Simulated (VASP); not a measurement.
# TiSn (Fd-3m) in VASP: relaxation of cell and atoms with PBE

Aim: the relaxation of cell and atoms of TiSn with PBE.

Everything below comes from runs of VASP 6.6.1. Logs are shortened: lines on timing, memory, paths and dates and some standing lists are left out, and cuts for length are marked.

**1. The structure**

Symmetry: Fd-3m, No. 227, cubic system. The conventional cell has a = 7.068 Å, b = 7.068 Å, c = 7.068 Å, α = 90.00°, β = 90.00°, γ = 90.00°. Ti (site symmetry -43m) has 4 Ti at 3.06 Å and 4 Sn at 3.06 Å as nearest neighbours. Around Sn (site symmetry -43m) lie 4 Ti at 3.06 Å and 4 Sn at 3.06 Å.

The cell was built by a generator and needn't be a form met in nature.

**2. Relaxation of cell and atoms, PBE**

INCAR

```
PREC = Normal ; ENCUT = 520
EDIFF = 1E-4 ; ISMEAR = 0
SIGMA = 0.15 ; LREAL = F
LASPH = T ; NELM = 60
ALGO = Fast ; ISIF = 3
LWAVE = F ; LCHARG = F
GGA = PE ; IBRION = 2
NSW = 24 ; EDIFFG = -0.08
```

KPOINTS

```
regular mesh
0
Gamma
  5 5 5
```

POSCAR

```
TiSn
1.0
    0.0000000000      3.5338847900      3.5338847900
    3.5338847900      0.0000000000      3.5338847900
    3.5338847900      3.5338847900      0.0000000000
Ti Sn
2 2
Direct
    0.5000000000      0.5000000000      0.5000000000
    0.7500000000      0.7500000000      0.7500000000
    0.2500000000      0.2500000000      0.2500000000
    0.0000000000      0.0000000000      0.0000000000
```

Potentials or basis: VASP PAW PBE potentials, release 64 (Ti_sv, Sn_d).

On the command line:

```sh
cat potpaw_PBE.64/Ti_sv/POTCAR potpaw_PBE.64/Sn_d/POTCAR > POTCAR
mpirun -np 1 vasp_std > vasp.out
```

OUTCAR:

```text
PREC = Normal
   ENCUT = 520
   EDIFF = 1E-4
   ISMEAR = 0
   LREAL = F
   LASPH = T
   NELM = 60
   ISIF = 3
   GGA = PE
   IBRION = 2
   NSW = 24
   EDIFFG = -0.08

 ion  position               nearest neighbor table
   1  0.500  0.500  0.500-   3 3.06   3 3.06   3 3.06   3 3.06
   2  0.750  0.750  0.750-   4 3.06   4 3.06   4 3.06   4 3.06
   3  0.250  0.250  0.250-   4 3.06   4 3.06   4 3.06   1 3.06   4 3.06   1 3.06   1 3.06   1 3.06

   4  0.000  0.000  0.000-   2 3.06   2 3.06   2 3.06   2 3.06   3 3.06   3 3.06   3 3.06   3 3.06

  LATTYP: Found a face centered cubic cell.
 ALAT       =     7.0677695800

  Lattice vectors:

 A1 = (   0.0000000000,   3.5338847900,   3.5338847900)
 A2 = (   3.5338847900,   0.0000000000,   3.5338847900)
 A3 = (   3.5338847900,   3.5338847900,   0.0000000000)

Analysis of symmetry for initial positions (statically):
=====================================================================
 Subroutine PRICEL returns:
 Original cell was already a primitive cell.

 Routine SETGRP: Setting up the symmetry group for a
 face centered cubic supercell.

 Subroutine GETGRP returns: Found 48 space group operations
 (whereof 24 operations were pure point group operations)
 out of a pool of 48 trial point group operations.

The static configuration has the point symmetry T_d .
 The point group associated with its full space group is O_h .

Analysis of symmetry for dynamics (positions and initial velocities):
=====================================================================
 Subroutine PRICEL returns:
 Original cell was already a primitive cell.

 Routine SETGRP: Setting up the symmetry group for a
 face centered cubic supercell.

 Subroutine GETGRP returns: Found 48 space group operations
 (whereof 24 operations were pure point group operations)
 out of a pool of 48 trial point group operations.

The dynamic configuration has the point symmetry T_d .
 The point group associated with its full space group is O_h .

 Subroutine INISYM returns: Found 48 space group operations
 (whereof 24 operations are pure point group operations),
 and found     1 'primitive' translations

----------------------------------------------------------------------------------------

                                     Primitive cell

  volume of cell :      88.2647

  direct lattice vectors                    reciprocal lattice vectors
     0.000000000  3.533884790  3.533884790    -0.141487352  0.141487352  0.141487352
     3.533884790  0.000000000  3.533884790     0.141487352 -0.141487352  0.141487352
     3.533884790  3.533884790  0.000000000     0.141487352  0.141487352 -0.141487352

  length of vectors
     4.997667798  4.997667798  4.997667798     0.245063282  0.245063282  0.245063282

  position of ions in fractional coordinates (direct lattice)
     0.500000000  0.500000000  0.500000000
     0.750000000  0.750000000  0.750000000
     0.250000000  0.250000000  0.250000000
     0.000000000  0.000000000  0.000000000

  ion indices of the primitive-cell ions
   primitive index   ion index
                 1           1
                 2           2
                 3           3
                 4           4

----------------------------------------------------------------------------------------

 KPOINTS: regular mesh

Automatic generation of k-mesh.
 Grid dimensions read from file:
 generate k-points for:    5    5    5

 Generating k-lattice:

  Cartesian coordinates                     Fractional coordinates (reciprocal lattice)
    -0.028297470  0.028297470  0.028297470     0.200000000  0.000000000  0.000000000
     0.028297470 -0.028297470  0.028297470     0.000000000  0.200000000  0.000000000
     0.028297470  0.028297470 -0.028297470     0.000000000  0.000000000  0.200000000

  Length of vectors
     0.049012656  0.049012656  0.049012656

  Shift w.r.t. Gamma in fractional coordinates (k-lattice)
     0.000000000  0.000000000  0.000000000

 Subroutine IBZKPT returns following result:
 ===========================================

 Found     10 irreducible k-points:

 Following reciprocal coordinates:
            Coordinates               Weight
  0.000000  0.000000  0.000000      1.000000
  0.200000  0.000000  0.000000      8.000000
  0.400000  0.000000  0.000000      8.000000
  0.200000  0.200000  0.000000      6.000000
  0.400000  0.200000  0.000000     24.000000
 -0.400000  0.200000  0.000000     24.000000
 -0.200000  0.200000  0.000000     12.000000
  0.400000  0.400000  0.000000      6.000000
 -0.400000  0.400000  0.000000     12.000000
 -0.400000  0.400000  0.200000     24.000000
   k-points           NKPTS =     10   k-points in BZ     NKDIM =     10   number of bands    NBANDS=     31
   number of dos      NEDOS =    301   number of ions     NIONS =      4
   total plane-waves  NPLWV =  21952
   dimension x,y,z NGX =    28 NGY =   28 NGZ =   28
   dimension x,y,z NGXF=    56 NGYF=   56 NGZF=   56
   ions per type =               2   2
   NGX,Y,Z   is equivalent  to a cutoff of   9.31,  9.31,  9.31 a.u.
   NGXF,Y,Z  is equivalent  to a cutoff of  18.63, 18.63, 18.63 a.u.
 SYSTEM =  unknown system
   PREC   = normal    normal or accurate (medium, high low for compatibility)
   ISTART =      0    job   : 0-new  1-cont  2-samecut
   ICHARG =      2    charge: 1-file 2-atom 10-const
   ISPIN  =      1    spin polarized calculation?
   LNONCOLLINEAR =      F non collinear calculations
   LSORBIT =      F    spin-orbit coupling
   LASPH  =      T    aspherical Exc in radial PAW
   ENCUT  =  520.0 eV  38.22 Ry    6.18 a.u.   9.29  9.29  9.29*2*pi/ulx,y,z
   NELM   =     60;   NELMIN=  2; NELMDL= -5     # of ELM steps
   EDIFF  = 0.1E-03   stopping-criterion for ELM
   LREAL  =      F    real-space projection
   EDIFFG = -.8E-01   stopping-criterion for IOM
   NSW    =     24    number of steps for IOM
   IBRION =      2    ionic relax: 0-MD 1-quasi-New 2-CG
   NFREE  =      1    steps in history (QN), initial steepest desc. (CG)
   ISIF   =      3    stress and relaxation
   ISYM   =      2    0-nonsym 1-usesym 2-fastsym
   POTIM  = 0.5000    time-step for ionic-motion
   TEBEG  =    0.0;   TEEND  =   0.0 temperature during run
   PSTRESS=    0.0 pullay stress
   NELECT =      52.0000    total number of electrons
   NUPDOWN=      -1.0000    fix difference up-down
   EMIN   =  10.00;   EMAX   =-10.00  energy-range for DOS
   EFERMI =   0.00;   METHOD = LEGACY
   ISMEAR =     0;   SIGMA  =   0.15  broadening in eV -4-tet -1-fermi 0-gaus
   EFERMI_NEDOS =   21; number of points for ismear=-14 and -15
   IALGO  =     68    algorithm
   IMIX   =      4    mixing-type and parameters
     AMIX     =   0.40;   BMIX     =  1.00
     AMIX_MAG =   1.60;   BMIX_MAG =  1.00
  volume/ion in A,a.u.               =      22.07       148.91
  Fermi-wavevector in a.u.,A,eV,Ry     =   1.372398  2.593457 25.626268  1.883478
  Thomas-Fermi vector in A             =   2.498009
   LORBIT       =      0    0 simple, 1 ext, 2 COOP (PROOUT), +10 PAW based schemes
   GGA     = PE    functional components
   LHFCALC =     F    Hartree Fock is set to
   AEXX    =    0.0000 exact exchange contribution
   IVDW    =     0    specifies the selected vdW correction
   LEPSILON=     F    determine dielectric tensor
   LRPA    =     F    only Hartree local field effects (RPA)
 conjugate gradient relaxation of ions
 non-spin polarized calculation
 RMM-DIIS sequential band-by-band and
 Gauss-broadening in eV      SIGMA  =   0.15
  energy-cutoff  :      520.00
  volume of cell :       88.26
 maximum number of plane-waves:      2421
   NGX = 19   NGY = 19   NGZ = 19

--------------------------------------- Ionic step        1  -------------------------------------------

 number of electron      52.0000055 magnetization

 Free energy of the ion-electron system (eV)
  ---------------------------------------------------
  ext. energy  EPLUGINS =         0.00000000
  ---------------------------------------------------
  free energy    TOTEN  =       -22.37690232 eV

  energy without entropy =      -22.27704146  energy(sigma->0) =      -22.32697189

------------------------ aborting loop because EDIFF is reached ----------------------------------------

  FORCE on cell =-STRESS in cart. coord.  units (eV):
  Direction    XX          YY          ZZ          XY          YZ          ZX
  --------------------------------------------------------------------------------------
  -------------------------------------------------------------------------------------
  Total       -2.3308410     -2.3308410     -2.3308410      0.0000000      0.0000000     -0.0000000
  in kB      -42.3093223    -42.3093223    -42.3093223      0.0000000      0.0000000     -0.0000000
  external PRESSURE =     -42.3093223 kB  Pullay stress =       0.0000000 kB

 VOLUME and BASIS-vectors are now :
 -----------------------------------------------------------------------------
  energy-cutoff  :      520.00
  volume of cell :       88.26
      direct lattice vectors                 reciprocal lattice vectors
     0.000000000  3.533884790  3.533884790    -0.141487352  0.141487352  0.141487352
     3.533884790  0.000000000  3.533884790     0.141487352 -0.141487352  0.141487352
     3.533884790  3.533884790  0.000000000     0.141487352  0.141487352 -0.141487352
[... 39 lines left out ...]
 POSITION                                       TOTAL-FORCE (eV/Angst)
 -----------------------------------------------------------------------------------
      3.43454      3.43454      3.43454        -0.000000     -0.000000     -0.000000
      5.15181      5.15181      5.15181         0.000000     -0.000000      0.000000
      1.71727      1.71727      1.71727        -0.000000      0.000000      0.000000
      6.86908      3.43454      3.43454         0.000000     -0.000000     -0.000000
 -----------------------------------------------------------------------------------
    total drift:                                0.000000      0.000000      0.000000

  FREE ENERGIE OF THE ION-ELECTRON SYSTEM (eV)
  ---------------------------------------------------
  free  energy   TOTEN  =       -22.4259540729 eV

  energy  without entropy=      -22.3329406143  energy(sigma->0) =      -22.37944734

--------------------------------------- Ionic step        3  -------------------------------------------

 number of electron      52.0000018 magnetization

 Free energy of the ion-electron system (eV)
  ---------------------------------------------------
  ext. energy  EPLUGINS =         0.00000000
  ---------------------------------------------------
  free energy    TOTEN  =       -22.44135802 eV

  energy without entropy =      -22.34543050  energy(sigma->0) =      -22.39339426

 E-fermi :   9.0505     XC(G=0): -11.1515

 val. band max:        9.0386890367   @ k =   0.2000   0.0000   0.0000
 cond. band min:       9.0549079223   @ k =  -0.4000   0.4000   0.0000
 fundamental gap:      0.0162188855
 Fermi energy:         9.0505249426

 k-point     1 :       0.0000    0.0000    0.0000
  band No.  band energies     occupation
      1     -47.8010      2.00000
      2     -47.7459      2.00000
      3     -24.1177      2.00000
      4     -24.1177      2.00000
      5     -24.1177      2.00000
      6     -23.9835      2.00000
[... 351 lines left out ...]
 POSITION                                       TOTAL-FORCE (eV/Angst)
 -----------------------------------------------------------------------------------
      3.46770      3.46770      3.46770        -0.000000      0.000000      0.000000
      5.20154      5.20154      5.20154        -0.000000      0.000000      0.000000
      1.73385      1.73385      1.73385         0.000000     -0.000000      0.000000
      0.00000      0.00000      0.00000        -0.000000      0.000000     -0.000000
 -----------------------------------------------------------------------------------
    total drift:                                0.000000      0.000000      0.000000

  FREE ENERGIE OF THE ION-ELECTRON SYSTEM (eV)
  ---------------------------------------------------
  free  energy   TOTEN  =       -22.4413580195 eV

  energy  without entropy=      -22.3454305024  energy(sigma->0) =      -22.39339426

 reached required accuracy - stopping structural energy minimisation
```

Wall time 53 s (1 thread of AMD EPYC 9R14 (Zen 4), shared host); peak memory 0.14 GiB.

Results:

| Property | Result |
| --- | --- |
| Free energy | -22.4414 eV |
| Relaxed volume | 20.85 Å³/atom |
| Relaxed cell | a = 4.904 Å, b = 4.904 Å, c = 4.904 Å, α = 60.00°, β = 60.00°, γ = 60.00° |
| Space group after relaxing (to 0.05 Å) | Fd-3m (No. 227) |
| Energy gained by relaxing | 16.1 meV/atom |
| Ionic steps | 3 |
| Pressure after relaxing | -0.4 GPa |
| Band gap on the k mesh | none (metal or under the smearing width) |

Step by step:
| step | energy change (eV) | largest force (eV/Å) | pressure (GPa) | volume (Å³) |
| --- | --- | --- | --- | --- |
| 1 | 0.0000 | 0.0000 | -4.23 | 88.26 |
| 2 | -0.0491 | 0.0000 | 2.46 | 81.03 |
| 3 | -0.0645 | 0.0000 | -0.40 | 83.40 |

Final structure:
```
Ti Sn
1.0
     0.00000    3.46770    3.46770
     3.46770    0.00000    3.46770
     3.46770    3.46770    0.00000
Ti Sn
2 2
Direct
  0.50000 0.50000 0.50000
  0.75000 0.75000 0.75000
  0.25000 0.25000 0.25000
  0.00000 0.00000 0.00000
```

Caveat: the relaxation stopped at a loose force limit of 0.08 eV/Å, so its end isn't a converged minimum.
